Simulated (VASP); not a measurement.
Consider the following.

```xyz
2
Lattice="0.0000 2.4507 2.4507 2.4507 0.0000 2.4507 2.4507 2.4507 0.0000" Properties=species:S:1:pos:R:3 pbc="T T T"
Cr     0.0000     0.0000     0.0000
Al     2.4507     2.4507     2.4507
```

All values below come from PBE GGA, VASP's PBE PAW potentials (set 64) (plane waves; VASP). Settings: 400 eV cut-off, 14×14×14 Γ-centred mesh, tetrahedra with Blöchl corrections, potentials Cr_pv Al.

Question: What does the run give for the energy per atom (σ→0), band gap (on the k-mesh) with the smallest direct gap where there is one?

Answer: 
```yaml
band gap (on the k-mesh): none (metal, semimetal or under 0.01 eV)
energy per atom (σ→0): -5.861 eV/atom
```

Only differences to runs with the same potentials and settings are physical.

The structure was generated: CrAl was put into the rock salt type (Fm-3m), which need not be its known phase. It was relaxed first, which changed the volume by -34 %. The run is not spin-polarised, so no magnetic state was tried. The electron count is odd and the run is not spin-polarised, which forces a metal.
